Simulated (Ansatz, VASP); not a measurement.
Two plane-wave programs on Si2B2W

```
Si B W
1.0
     4.15524    0.00000    0.00000
    -2.07762    3.59855    0.00000
     0.00000    0.00000    4.06104
Si B W
2 2 1
Direct
  0.33333 0.66667 0.50000
  0.66667 0.33333 0.50000
  0.33333 0.66667 0.00000
  0.66667 0.33333 0.00000
  0.00000 0.00000 0.00000
```

Alike in both runs: functional PBE; k mesh 12 × 12 × 10; occupations gaussian, width 0.1 eV; no spin polarisation.

Ansatz relaxed the structure, and its values are those at the end. VASP's run is a single point on that final structure, the one shown.

|  | VASP | Ansatz |
| --- | --- | --- |
| version | VASP 6.6.1 | Ansatz 0.2.0 |
| potentials or method | VASP PAW PBE potentials, release 64 (Si, B, W_sv) | scalar-relativistic, plane waves, PAW |
| plane-wave cutoff (eV) | 520 | 420 |
| valence electrons in the cell | 28 | 28 |

Ansatz gave:

```
gap on the k mesh at the Fermi level (eV) : none
pressure (GPa)                            : 0.0
```

Q: What did VASP give for the same quantities?

A: gap on the k mesh at the Fermi level (eV): none; pressure (GPa): 0.1.

A gap of «none» marks a metal or a gap that the smearing closes.

The runs have no spin-orbit coupling, so splittings on W are missing.
